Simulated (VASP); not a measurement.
Data:

```
CELL_PARAMETERS angstrom
     -1.57115     1.57115     1.57115
      1.57115    -1.57115     1.57115
      1.57115     1.57115    -1.57115
ATOMIC_POSITIONS crystal
  W  0.00000 0.00000 0.00000
```

Calculation: LDA (Ceperley-Alder, Perdew-Zunger), VASP's LDA PAW potentials (set 64) (plane waves; VASP). Numerical set-up: 400 eV cut-off, 15×15×15 Γ-centred mesh, first-order Methfessel-Paxton smearing of 0.10 eV, potentials W_sv.

Unless said otherwise, spin-orbit coupling is left out, though it shifts the bands of the heavy elements here.

Task: Predict the energy per atom (σ→0), band gap (on the k-mesh) with the smallest direct gap where there is one.

Result: 
```json
{
  "band gap (on the k-mesh)": "none (metal, semimetal or under 0.01 eV)",
  "energy per atom (σ→0)": "-14.102 eV/atom"
}
```

The absolute energy has meaning only against runs of the same code, potentials and settings.

The structure comes from a computed database's W entry (Im-3m); how it stands against other phases isn't given here. It was relaxed first. The start is the result of an earlier pass.
